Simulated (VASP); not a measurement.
Data:

```
CELL_PARAMETERS angstrom
      0.00000     2.29902     2.29902
      2.29902     0.00000     2.29902
      2.29902     2.29902     0.00000
ATOMIC_POSITIONS crystal
  Zr 0.00000 0.00000 0.00000
  N  0.50000 0.50000 0.50000
```

Computed with PW91 GGA, VASP's PBE PAW potentials (set 64) (plane waves; VASP). Run with 520 eV cut-off, Gaussian smearing of 0.050 eV, potentials Zr_sv N.

Question: Give the energies of bands 6 to 11 at the high-symmetry points, in eV from the Fermi level.

Answer: 
| band | Γ | X | U | L | W |
|---|---|---|---|---|---|
| 6 | -2.68 | -4.58 | -5.49 | -7.62 | -5.42 |
| 7 | -2.68 | -3.46 | -4.75 | -5.68 | -4.75 |
| 8 | -2.68 | -3.19 | -4.47 | -5.68 | -4.75 |
| 9 | -0.44 | -3.19 | -0.73 | 2.93 | 0.97 |
| 10 | -0.44 | 3.28 | 3.31 | 2.99 | 0.97 |
| 11 | -0.44 | 4.41 | 3.57 | 2.99 | 4.42 |

It has no gap at this level: it comes out as a metal or semimetal.

The compound is ZrN in the rock salt structure. It was relaxed first. The electron count is odd and the run is not spin-polarised, which forces a metal.
